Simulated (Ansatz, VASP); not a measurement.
## Cross-check of NaSe between VASP and Ansatz

Aim: how closely do two programs agree when they are given the same cell, functional and k mesh? Of the first pair: The cell is taken from a series of runs on this material, whose earlier steps may have relaxed, scaled, displaced or heated it; both programs get it as it stands.

Program: Ansatz 0.2.0. Level of theory: plane waves, with VASP 6.6.1 beside it; relaxation of cell and atoms at PBEsol. Results are calculated unless marked as measured.

**1. Starting point**

The structure is cubic, space group Fm-3m (No. 225). Conventional cell: a = 5.871 Å, b = 5.871 Å, c = 5.871 Å, α = 90.00°, β = 90.00°, γ = 90.00°. Na has 6 Se at 2.94 Å nearest. Nearest to Se lie 6 Na at 2.94 Å. Farther neighbours and most contacts between anions are not listed.

Coordinates:

```cif
data_structure
_symmetry_space_group_name_H-M 'Fm-3m'
_symmetry_Int_Tables_number 225
_cell_length_a 5.8709
_cell_length_b 5.8709
_cell_length_c 5.8709
_cell_angle_alpha 90.000
_cell_angle_beta 90.000
_cell_angle_gamma 90.000
_cell_volume 202.35
loop_
_atom_site_label
_atom_site_type_symbol
_atom_site_symmetry_multiplicity
_atom_site_Wyckoff_symbol
_atom_site_fract_x
_atom_site_fract_y
_atom_site_fract_z
_atom_site_occupancy
Na1 Na 4 a 0.00000 0.00000 0.00000 1
Se1 Se 4 b 0.50000 0.00000 0.00000 1
```

**2. Ansatz: relaxation of cell and atoms, PBEsol, pair 1**

Ansatz runs on its PAW soft_1 files.

The relaxed volume is the usual yardstick between codes: in a stiff, nearly cubic crystal its relative difference is about their pressure difference at one cell divided by the bulk modulus.

Input file input.yaml:

```yaml
crystal:
  lattice:
    - [0.0, 2.9354450209, 2.9354450209]
    - [2.9354450209, 0.0, 2.9354450209]
    - [2.9354450209, 2.9354450209, 0.0]
  atoms:
    - { symbol: Na, position: [0.0, 0.0, 0.0] }
    - { symbol: Se, position: [0.5, 0.5, 0.5], spin: 0.77 }
kpoints:
  mp_grid: { grid: [12, 12, 12] }
hamiltonian:
  xc: pbesol
  pseudopotentials: { kind: paw, azcp: { folder: soft_1 }, xc_functional: pbe }
scf:
  occupations: { method: gaussian, width: 0.15 }
output:
  forces: true
  stress: true
  eigenvalues: true
  populations: true
magnetization:
  spin_polarized: true
relax:
  adjacent_minimum: "off"
  f_tol: 0.001
  max_steps: 60
  cell: { stress_tol: 0.01 }
```

The run is started by

```bash
$ ansatz run input.yaml --threads 4 --pin off --max-ram 10240MiB --backend cpu --events-out ev --progress --plain --runs-dir out
```

Numbers of over 12 decimals in the logs are rounded to 6 here.

Log:

```text
Engine: ansatz 0.2.0, x86_64-unknown-linux-gnu
Pseudopotentials: kind: paw
Pseudopotential: Na, paw, valence charge 9, recommended cutoff 420 eV (normal), soft_1/Na.paw.azcp
Pseudopotential: Se, paw, valence charge 16, recommended cutoff 420 eV (normal), soft_1/Se.paw.azcp
Functional definition: PBEsol
  exchange = pbesol_x
  correlation = pbesol_c
Crystal: 2 atoms, lattice volume = 50.589 Å³
Basis set: ecut = 420 eV, 965 PW (Γ), exchange–correlation on 60×60×60 points (8 copies of the dense FFT grid, shifted against one another)
Bands: 17, of which v1, the nominal top of the filled ones, is band 13 counted from 1 (12 counted from 0)
Symmetry: 48 space group operations
Space group: Fm-3m (ITA 225), of the structure as read, at distance tolerance 3.7e-5 Å
Magnetic group: BNS 225.116 (UNI 1618), of the structure as read, at distance tolerance 3.7e-5 Å
k-points: 72 of 1728
Non-local potential: Na, projectors of the file, l = 0: 3, l = 1: 2, l = 2: 1
Non-local potential: Se, projectors of the file, l = 0: 2, l = 1: 2, l = 2: 3, l = 3: 1
PAW form: soft (Blöchl's): semilocal exchange-correlation on the pseudo side does not see the compensation charge
PAW frozen core: Na, regenerated for the run's functional, and the local potential with it (the file was generated under x = pbe(κ = 0.804, μ = 0.219515), c = pbe(β = 0.066725))
PAW frozen core: Se, regenerated for the run's functional, and the local potential with it (the file was generated under x = pbe(κ = 0.804, μ = 0.219515), c = pbe(β = 0.066725))
PAW one-centre angular grid: Na, 110 points (default); XC on 64 Gauss nodes
PAW one-centre angular grid: Se, 590 points (default); XC on 64 Gauss nodes
Initial density: superposition of atomic densities (chi_scale 0.1, normalization cell, long waves kept (reshape's long-wave potential 0.00 eV rms))
Starting moments: Σ|m| = 0.77 μB on 1 of 2 sites
Initial wavefunctions: pseudopotential atomic-orbital guess
Functional: x = pbesol(κ = 0.804, μ = 0.123457), c = pbesol(β = 0.046)
SCF iter   1: F=—  HF=-6901.670803 eV  |F-HF|=—  |Δ(HF+E_count)|=         —  Δρ=6.26e-2 (↑6.26e-2 ↓5.35e-2)  dr2=1.86e0  dr2_m=1.12e0  M=0.353 μB ∫|m|=0.357 μB  β_m=0.30  ethr=3.10e-3  ⟨swp⟩=5.5  Hψ=12244  notcnv=0
preconditioner: auto → Kerker (q_TF=auto, 2.426 Å⁻¹)  [metal: Δε(μ)=0.010 eV  Ē_g=10.564 eV  σ=0.150 eV  W_gap=0.04  n_scr=14 (ndim 8)  ℏωp=13.8 eV  f_vac=0.000  D(μ)=2.76/eV (n_scr^D=26)]
spin=Collinear: Kerker preconditioning applied to the charge; magnetization (m = ρ↑ − ρ↓) channel mixes plain (no charge-response kernel on spin).
SCF iter   2: F=—  HF=-6901.266726 eV  |F-HF|=—  |Δ(HF+E_count)|=   4.04e-1  Δρ=4.35e-2 (↑4.35e-2 ↓3.62e-2)  dr2=9.71e-1  dr2_m=5.53e-1  M=0.370 μB ∫|m|=0.375 μB  β_m=0.30  ethr=3.10e-3  ⟨swp⟩=2.0  Hψ=4195  notcnv=0
SCF iter   3: F=—  HF=-6900.854704 eV  |F-HF|=—  |Δ(HF+E_count)|=   4.12e-1  Δρ=2.67e-2 (↑2.67e-2 ↓2.35e-2)  dr2=8.18e-2  dr2_m=2.72e-1  M=0.414 μB ∫|m|=0.420 μB  β_m=0.30  ethr=3.10e-3  ⟨swp⟩=3.0  Hψ=5414  notcnv=0
SCF iter   4: F=—  HF=-6900.816684 eV  |F-HF|=—  |Δ(HF+E_count)|=   3.80e-2  Δρ=1.77e-2 (↑1.77e-2 ↓1.68e-2)  dr2=1.63e-2  dr2_m=1.34e-1  M=0.445 μB ∫|m|=0.452 μB  β_m=0.30  ethr=3.27e-4  ⟨swp⟩=2.0  Hψ=4947  notcnv=0
SCF iter   5: F=—  HF=-6900.822381 eV  |F-HF|=—  |Δ(HF+E_count)|=   5.70e-3  Δρ=1.23e-2 (↑1.19e-2 ↓1.23e-2)  dr2=6.81e-3  dr2_m=6.67e-2  M=0.472 μB ∫|m|=0.480 μB  β_m=1.00  ethr=6.51e-5  ⟨swp⟩=2.0  Hψ=4898  notcnv=0
SCF iter   6: F=—  HF=-6900.808050 eV  |F-HF|=—  |Δ(HF+E_count)|=   1.43e-2  Δρ=1.87e-3 (↑1.38e-3 ↓1.87e-3)  dr2=5.70e-4  dr2_m=8.60e-4  M=0.547 μB ∫|m|=0.557 μB  β_m=1.00  ethr=2.73e-5  ⟨swp⟩=2.0  Hψ=4298  notcnv=0
SCF iter   7: F=—  HF=-6900.818371 eV  |F-HF|=—  |Δ(HF+E_count)|=   1.03e-2  Δρ=1.72e-3 (↑1.51e-3 ↓1.72e-3)  dr2=1.83e-4  dr2_m=1.10e-3  M=0.628 μB ∫|m|=0.639 μB  β_m=1.00  ethr=2.28e-6  ⟨swp⟩=2.0  Hψ=4261  notcnv=0
SCF iter   8: F=—  HF=-6900.826511 eV  |F-HF|=—  |Δ(HF+E_count)|=   8.14e-3  Δρ=1.57e-3 (↑1.57e-3 ↓1.47e-3)  dr2=5.83e-5  dr2_m=1.06e-3  M=0.707 μB ∫|m|=0.720 μB  β_m=1.00  ethr=7.32e-7  ⟨swp⟩=2.0  Hψ=4310  notcnv=0
SCF iter   9: F=—  HF=-6900.831630 eV  |F-HF|=—  |Δ(HF+E_count)|=   5.12e-3  Δρ=1.40e-3 (↑1.40e-3 ↓1.27e-3)  dr2=2.01e-5  dr2_m=8.21e-4  M=0.776 μB ∫|m|=0.790 μB  β_m=1.00  ethr=2.33e-7  ⟨swp⟩=2.0  Hψ=4172  notcnv=0
SCF iter  10: F=—  HF=-6900.834737 eV  |F-HF|=—  |Δ(HF+E_count)|=   3.11e-3  Δρ=1.10e-3 (↑1.10e-3 ↓9.87e-4)  dr2=1.92e-5  dr2_m=5.03e-4  M=0.829 μB ∫|m|=0.844 μB  β_m=1.00  ethr=8.03e-8  ⟨swp⟩=2.3  Hψ=4242  notcnv=0
SCF iter  11: F=—  HF=-6900.836412 eV  |F-HF|=—  |Δ(HF+E_count)|=   1.67e-3  Δρ=7.77e-4 (↑7.77e-4 ↓6.91e-4)  dr2=1.49e-5  dr2_m=2.46e-4  M=0.866 μB ∫|m|=0.882 μB  β_m=1.00  ethr=7.67e-8  ⟨swp⟩=2.2  Hψ=4185  notcnv=0
[...]
SCF iter  15: F=—  HF=-6900.837765 eV  |F-HF|=—  |Δ(HF+E_count)|=   1.89e-5  Δρ=6.81e-5 (↑6.81e-5 ↓5.39e-5)  dr2=4.79e-7  dr2_m=1.70e-6  M=0.911 μB ∫|m|=0.929 μB  β_m=0.91  ethr=3.46e-9  ⟨swp⟩=2.2  Hψ=4171  notcnv=0
SCF iter  16: F=—  HF=-6900.837769 eV  |F-HF|=—  |Δ(HF+E_count)|=   3.80e-6  Δρ=1.07e-5 (↑1.07e-5 ↓1.04e-5)  dr2=2.74e-8  dr2_m=4.33e-8  M=0.914 μB ∫|m|=0.932 μB  β_m=0.87  ethr=4.00e-10  ⟨swp⟩=3.6  Hψ=11405  notcnv=0
SCF iter  17: F=-6900.837769 eV  HF=-6900.837769 eV  |F-HF|=1.28e-8  |Δ(HF+E_count)|=   8.66e-8  Δρ=1.44e-6 (↑1.11e-6 ↓1.44e-6)  dr2=5.82e-9  dr2_m=7.21e-11  M=0.915 μB ∫|m|=0.933 μB  ethr=1.10e-10  ⟨swp⟩=5.0  Hψ=10808  notcnv=0
SCF 1 converged in 17 iterations: F = -6900.837769 eV  dr2 = 5.82e-9
  greatest PAW one-centre occupation: 1.000 electrons in one spin orbital (limit 2), on the Se atom at site 1 (counted from 0), in its partial waves of l = 2
relax step   1: F+E_penalty+E_count = -6900.83776905 eV  Δ(F+E_penalty+E_count) = +0.000e0 eV  max|allowed force component| = 4.191e-30 eV/Å  Δτ_max = 0.0000 Å  P = -0.015 GPa  Ω = 50.589 Å³  (17 SCF iters, dr2 threshold 1.00e-7 eV, accepted)
[...]
relax step   2: F+E_penalty+E_count = -6900.83777112 eV  Δ(F+E_penalty+E_count) = -2.076e-6 eV  max|allowed force component| = 2.712e-30 eV/Å  Δτ_max = 0.0000 Å  P = -0.006 GPa  Ω = 50.567 Å³  energy of the carried Pulay correction = +6.688e-7 eV  (5 SCF iters, dr2 threshold 5.89e-10 eV, accepted)
[...]
relax step   3: F+E_penalty+E_count = -6900.83776899 eV  Δ(F+E_penalty+E_count) = +2.135e-6 eV  max|allowed force component| = 3.805e-30 eV/Å  Δτ_max = 0.0000 Å  P = -0.006 GPa  Ω = 50.567 Å³  stress off target by 5.86e-3 GPa  SCF on the basis re-selected at this cell (its energy is not comparable with the rows above)  (6 SCF iters)
basis re-selected at this cell: Δ(F+E_penalty+E_count) = +2.135e-6 eV, ΔP = +0.000 GPa vs the last step (what re-selecting the basis moved, of the pressure what is left beyond the Pulay correction that the steps carried, after the strain that the cell walked since its last selection, with what the two solves' SCF thresholds leave and, on support functions, any second-order correction that the steps lacked; it is no m [...]
SCF converged after 6 iterations
Magnetization: 0.9142 μB (12.9571 up, 12.0429 down)
Absolute magnetization: 0.9188 μB (∫|ρ↑−ρ↓|, with the PAW one-centre terms)
Spin contamination: 0.0015 ħ² per cell (⟨S²⟩ above its minimum at these occupations)
Per-site moments (μB) at R_I (Å): [(0.017678, 1.210703), (0.674834, 1.210703)]
Free energy (F): -6900.837769 eV
Harris-Foulkes:  -6900.837769 eV  (|F-HF|=9.09e-13)
Internal energy: -6900.814453 eV  (E = F + TS)
E sigma→0 (E₀):  -6900.826111 eV
Entropy (-TS):   -0.023316 eV (-11.658 meV/atom)
Fermi energy:    3.433267 eV
--- Per-component energies (eV) ---
  E_band       = -637.611815
  E_kinetic    = 223.670357
  E_local      = -4199.566984  (includes V_loc(G=0)·N_el)
  E_nonlocal   = -73.536987
  E_hartree    = 1917.973065
  E_xc         = -120.180918
  E_vxc        = -136.372265  (∫ρ·V_xc dr)
  E_paw        = -2370.187952  (= ΣΔE_a)
  E_vpaw       = -287.751714  (= ΣTr[D̂ρ^β])
  E_aug_tail   = -0.000351  (compensation charges beyond the density's cutoff)
  E_ewald      = -2280.047829
  E_core_change = 1.063146  (= ΣΔE_core)
  E_smearing   = -0.023316  (= −TS)
  E_closure    = -0.000000  (closes the sum)
  Σ components = -6900.837769   (vs F -6900.837769, Δ=0.00e0)
--- Forces (eV/Å), atoms counted from 1 ---
  atom   1  Na    -0.00000000     0.00000000     0.00000000
  atom   2  Se    -0.00000000     0.00000000     0.00000000
  max |Σ_I F_I| component: 8.17e-30 eV/Å
--- Stress (GPa, compression-positive) ---
       -0.005863       0.000000       0.000000
        0.000000      -0.005863       0.000000
        0.000000       0.000000      -0.005863
  P = ⅓ Tr σ = -0.0059 GPa (-0.059 kbar)
--- Band table (eV; the first three rows and the last of 144) ---
  k-point 0 ↑: bands = [... 9 lower, -8.5048, 3.5170, 3.5170, 3.5170, 7.2507, 11.9740, 11.9740, 11.9740]
  k-point 1 ↑: bands = [... 9 lower, -8.4735, 3.2076, 3.4869, 3.4869, 7.5731, 11.7137, 12.0798, 12.0798]
  k-point 2 ↑: bands = [... 9 lower, -8.3860, 2.5299, 3.4071, 3.4071, 8.2188, 11.4008, 12.2798, 12.2798]
  k-point 71 ↓: bands = [... 9 lower, -7.1514, 2.1830, 2.1830, 2.8806, 10.5271, 11.6906, 11.6906, 12.6296]
--- Relaxed structure (2 steps of the walk, 2 accepted, 1 SCFs on fresh bases) ---
  F+E_penalty+E_count = -6900.83776899 eV   max|allowed force component| = 3.805e-30 eV/Å   (the final SCF, on the basis selected at the relaxed cell)
  cell:  # Å, volume = 50.5674 Å³
    - [0, 2.935037, 2.935037]
    - [2.935037, 0, 2.935037]
    - [2.935037, 2.935037, 0]
  atoms:
    - { symbol: Na, position: [0, 0, 0] }
    - { symbol: Se, position: [0.5, 0.5, 0.5] }
--- Löwdin populations: 2 sites ---
  site symbol       q [e]    m [muB]
     0     Na      8.3866    -0.0148
     1     Se     16.5729     0.9301
  spilling = 0.001619 (of n_electrons = 25.000000)
```

The column dr2 measures how far the density is from self-consistency, as an energy; F and HF (Harris–Foulkes) agree once it is small.

(Continued in part 2 of 2.)

[Lines on the potential files, build, host, timing and source positions are cut from VASP's logs without a mark.]

[Logs are printed without paths, hosts, clocks, repeated set-up lines and the standing remarks that a program may print on its own settings, such as how far it seeks lower states.]

[Hosts, paths, dates, database ids (printed as entryN), source tags and the programs' standing remarks are cut or masked in the printed files.]
